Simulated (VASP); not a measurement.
These are PBE GGA, VASP's PBE PAW potentials (set 64) (plane waves; VASP) values and carry that method's errors.

VASP input:

### KPOINTS
```
Automatic mesh
0
Gamma
7 7 7
0 0 0
```

### INCAR
```
ALGO = Normal
EDIFF = 1E-6
EDIFFG = -0.01
ENCUT = 400
GGA = PE
IBRION = 2
ISIF = 3
ISMEAR = 0
LASPH = .True.
LCHARG = .False.
LMAXMIX = 4
LREAL = .False.
LWAVE = .False.
NELM = 100
NSW = 60
PREC = Accurate
SIGMA = 0.05
SYSTEM = CdSe
```

### POSCAR
```
CdSe
1
    0.0000000000     3.0484090000     3.0484090000
    3.0484090000     0.0000000000     3.0484090000
    3.0484090000     3.0484090000     0.0000000000
Cd Se
1 1
Direct
  0.0000000000   0.0000000000   0.0000000000
  0.2500000000   0.2500000000   0.2500000000
```

POTCAR, in this order: Cd Se (PBE.64 set). Program: vasp_std.

What will the output report for the number of irreducible k-points (NKPTS), number of bands (NBANDS), largest plane-wave count, number of space-group operations, FFT grid (NGX, NGY, NGZ)?

```yaml
number of irreducible k-points (NKPTS): 20
number of bands (NBANDS): 13
largest_plane_wave_count: 1041
number_of_space_group_operations: 24
FFT grid (NGX, NGY, NGZ): 28 × 28 × 28
```

The structure was generated: CdSe was put into the zinc blende type (F-43m), which need not be its known phase. This run relaxes it. Symmetry was kept, so distortions that lower it aren't found.
